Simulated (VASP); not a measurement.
Output of a VASP run:

File OSZICAR:
```
...
DAV:   5     0.209164583868E+01   -0.34730E-01   -0.37486E-02  2712   0.678E-01    0.102E+00
DAV:   6     0.207212647081E+01   -0.19519E-01   -0.79974E-03  2728   0.116E+00    0.878E-01
DAV:   7     0.207785612417E+01    0.57297E-02   -0.10068E-02  2752   0.753E-01    0.617E-02
DAV:   8     0.207785773479E+01    0.16106E-05   -0.50978E-05  2232   0.777E-02    0.475E-02
DAV:   9     0.207783210217E+01   -0.25633E-04   -0.25873E-05  2912   0.415E-02    0.688E-03
DAV:  10     0.207783205320E+01   -0.48965E-07   -0.63939E-07  1208   0.944E-03
   2 F= 0.63007697E+01 E0= 0.63006474E+01  d E =-.251851E+00
       N       E                     dE             d eps       ncg     rms          rms(c)
DAV:   1     0.211948166107E+01    0.41650E-01   -0.27760E-01  2128   0.701E+00    0.673E-01
DAV:   2     0.212835520408E+01    0.88735E-02   -0.21954E-02  2120   0.192E+00    0.264E-01
DAV:   3     0.212984448600E+01    0.14893E-02   -0.92505E-03  2720   0.942E-01    0.150E-01
DAV:   4     0.212967666324E+01   -0.16782E-03   -0.16664E-04  2952   0.157E-01    0.724E-02
DAV:   5     0.212954370493E+01   -0.13296E-03   -0.19877E-04  2760   0.713E-02    0.225E-02
DAV:   6     0.212953828964E+01   -0.54153E-05   -0.47766E-06  3120   0.209E-02    0.125E-03
DAV:   7     0.212953829188E+01    0.22420E-08   -0.93338E-08   992   0.271E-03
   3 F= 0.63011313E+01 E0= 0.63010294E+01  d E =-.251490E+00
       N       E                     dE             d eps       ncg     rms          rms(c)
DAV:   1     0.210021281447E+01   -0.29325E-01   -0.72687E-02  2136   0.359E+00    0.329E-01
DAV:   2     0.210243874763E+01    0.22259E-02   -0.58591E-03  2120   0.993E-01    0.141E-01
DAV:   3     0.210284394565E+01    0.40520E-03   -0.24521E-03  2704   0.483E-01    0.802E-02
DAV:   4     0.210280734117E+01   -0.36604E-04   -0.55894E-05  2984   0.919E-02    0.324E-02
DAV:   5     0.210278492481E+01   -0.22416E-04   -0.59936E-05  2616   0.387E-02    0.885E-03
DAV:   6     0.210278505868E+01    0.13387E-06   -0.43107E-07  1248   0.774E-03
   4 F= 0.63006629E+01 E0= 0.63005448E+01  d E =-.251958E+00
       N       E                     dE             d eps       ncg     rms          rms(c)
DAV:   1     0.208558200407E+01   -0.17203E-01   -0.27643E-02  2144   0.221E+00    0.202E-01
DAV:   2     0.208642338526E+01    0.84138E-03   -0.22334E-03  2136   0.614E-01    0.852E-02
DAV:   3     0.208657204475E+01    0.14866E-03   -0.91756E-04  2704   0.296E-01    0.498E-02
DAV:   4     0.208655756722E+01   -0.14478E-04   -0.20790E-05  3016   0.556E-02    0.203E-02
DAV:   5     0.208654883049E+01   -0.87367E-05   -0.22358E-05  2624   0.240E-02    0.531E-03
DAV:   6     0.208654885808E+01    0.27593E-07   -0.16397E-07  1016   0.485E-03
   5 F= 0.63006700E+01 E0= 0.63005454E+01  d E =0.707875E-05
       N       E                     dE             d eps       ncg     rms          rms(c)
DAV:   1     0.209473360585E+01    0.81848E-02   -0.74872E-03  2144   0.115E+00    0.105E-01
DAV:   2     0.209496145985E+01    0.22785E-03   -0.60204E-04  2136   0.319E-01    0.435E-02
DAV:   3     0.209500115438E+01    0.39695E-04   -0.25038E-04  2704   0.155E-01    0.250E-02
DAV:   4     0.209499735163E+01   -0.38028E-05   -0.53938E-06  2824   0.284E-02    0.104E-02
DAV:   5     0.209499487857E+01   -0.24731E-05   -0.55948E-06  2640   0.116E-02    0.287E-03
DAV:   6     0.209499483273E+01   -0.45841E-07   -0.61664E-08   960   0.296E-03
   6 F= 0.63006374E+01 E0= 0.63005154E+01  d E =-.254382E-04
```

File OUTCAR:
```
------------------------ aborting loop because EDIFF is reached ----------------------------------------
  FORCE on cell =-STRESS in cart. coord.  units (eV):
  Direction    XX          YY          ZZ          XY          YZ          ZX
  --------------------------------------------------------------------------------------
  Total        4.2053626      4.2053626      4.2053626      0.0000000     -0.0000000      0.0000000
  in kB      449.9700366    449.9700366    449.9700366      0.0000000     -0.0000000      0.0000000
  external PRESSURE =      -0.0299634 kB  Pullay stress =     450.0000000 kB
  volume of cell :       14.97
      direct lattice vectors                 reciprocal lattice vectors
    -1.552709275  1.552709275  1.552709275     0.000000000  0.322017784  0.322017784
     1.552709275 -1.552709275  1.552709275     0.322017784  0.000000000  0.322017784
     1.552709275  1.552709275 -1.552709275     0.322017784  0.322017784  0.000000000
 POSITION                                       TOTAL-FORCE (eV/Angst)
 -----------------------------------------------------------------------------------
      0.00000      0.00000     -0.00000        -0.000000      0.000000     -0.000000
 -----------------------------------------------------------------------------------
    total drift:                               -0.000000     -0.000000     -0.000000
  FREE ENERGIE OF THE ION-ELECTRON SYSTEM (eV)
  ---------------------------------------------------
  free  energy   TOTEN  =         2.0949948327 eV

  energy  without entropy=        2.0946286873  energy(sigma->0) =        2.09487278
  enthalpy is  TOTEN    =         6.3006374425 eV   P V=        4.2056426098

 reached required accuracy - stopping structural energy minimisation
```
(Selected blocks of OUTCAR.)

POSCAR:
```
K
1
   -1.7089186791     1.7089186791     1.7089186791
    1.7089186791    -1.7089186791     1.7089186791
    1.7089186791     1.7089186791    -1.7089186791
K
1
Direct
  0.0000000000   0.0000000000   0.0000000000
```

Q: Write an INCAR and KPOINTS that could have produced this output.

A: Several could match; the one computed here: the input of the run itself, LDA (Ceperley-Alder, Perdew-Zunger), plane waves, VASP's LDA PAW potentials (set 64).

### INCAR
```
# general
SYSTEM  = K
PREC    = Accurate
ENCUT   = 500
LREAL   = .FALSE.
LASPH   = .TRUE.

# electronic loop
EDIFF   = 1E-6
NELM    = 100
ALGO    = Normal

# smearing
ISMEAR  = 1
SIGMA   = 0.1

# ions
IBRION  = 2
NSW     = 40
ISIF    = 3
EDIFFG  = -0.02
PSTRESS = 450

# output
LWAVE   = .FALSE.
LCHARG  = .FALSE.
```

KPOINTS:
```
Automatic mesh
0
Gamma
15 15 15
0 0 0
```

POTCAR, in this order: K_sv (LDA.64 set). Program: vasp_std.

Energy and stress use the plane-wave basis of the starting cell.

The compound is K in the bcc structure. This run relaxes it under an external pressure of 45 GPa. Symmetry was kept, so distortions that lower it aren't found.
